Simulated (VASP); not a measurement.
OSZICAR of a VASP run on SnO2 (rutile):

**OSZICAR**
```
       N       E                     dE             d eps       ncg     rms          rms(c)
DAV:   1     0.677311746109E+03    0.67731E+03   -0.26734E+04  1544   0.263E+03
DAV:   2     0.989371632998E+02   -0.57837E+03   -0.56155E+03  1533   0.684E+02
DAV:   3    -0.505203492327E+01   -0.10399E+03   -0.10207E+03  1756   0.246E+02
DAV:   4    -0.100315008634E+02   -0.49795E+01   -0.49416E+01  1776   0.599E+01
DAV:   5    -0.101397558489E+02   -0.10825E+00   -0.10820E+00  1772   0.922E+00    0.196E+01
DAV:   6    -0.697924555982E+02   -0.59653E+02   -0.27989E+02  1678   0.145E+02    0.181E+01
DAV:   7    -0.660682003165E+02    0.37243E+01   -0.49270E+00  2221   0.317E+01    0.135E+01
DAV:   8    -0.672888057532E+02   -0.12206E+01   -0.85358E+01  2291   0.121E+02    0.156E+01
DAV:   9    -0.630334468838E+02    0.42554E+01   -0.20133E+01  2221   0.408E+01    0.487E+00
DAV:  10    -0.631128429759E+02   -0.79396E-01   -0.78429E-01  1628   0.578E+00    0.428E+00
DAV:  11    -0.628335181058E+02    0.27932E+00   -0.85284E-01  2188   0.962E+00    0.108E+00
DAV:  12    -0.628474326386E+02   -0.13915E-01   -0.20774E-01  2262   0.403E+00    0.251E-01
DAV:  13    -0.628511313934E+02   -0.36988E-02   -0.91599E-03  1692   0.705E-01    0.256E-01
DAV:  14    -0.628471497843E+02    0.39816E-02   -0.57701E-03  2000   0.122E+00    0.107E-01
DAV:  15    -0.628520403040E+02   -0.48905E-02   -0.54235E-03  2225   0.100E+00    0.133E-01
DAV:  16    -0.628514434277E+02    0.59688E-03   -0.10935E-03  2021   0.395E-01    0.456E-02
DAV:  17    -0.628517875011E+02   -0.34407E-03   -0.64489E-04  1770   0.205E-01    0.206E-02
DAV:  18    -0.628518864699E+02   -0.98969E-04   -0.27133E-05  1747   0.544E-02    0.160E-02
DAV:  19    -0.628519120635E+02   -0.25594E-04   -0.24660E-05  1733   0.352E-02    0.267E-03
DAV:  20    -0.628519183995E+02   -0.63360E-05   -0.13027E-06  1094   0.158E-02    0.114E-03
DAV:  21    -0.628519182168E+02    0.18270E-06   -0.59478E-07   933   0.137E-02
   1 F= -.62851918E+02 E0= -.62851918E+02  d E =-.628519E+02
```

Problem. Which electronic solver shows in the log?

Solution. It is blocked Davidson (ALGO = Normal, or the opening steps of other solvers). The INCAR had ALGO = Normal.

Problem. Can the final energy be trusted as converged?

Solution. The run converged. It stopped with EDIFF = 1E-6, NELM = 100, NSW = 60 and EDIFFG = -0.02 after 1 ionic step (TPSS meta-GGA, plane waves, VASP's PBE PAW potentials (set 64)).

The compound is SnO2 in the rutile structure. It was relaxed first. The start is the result of an earlier pass.
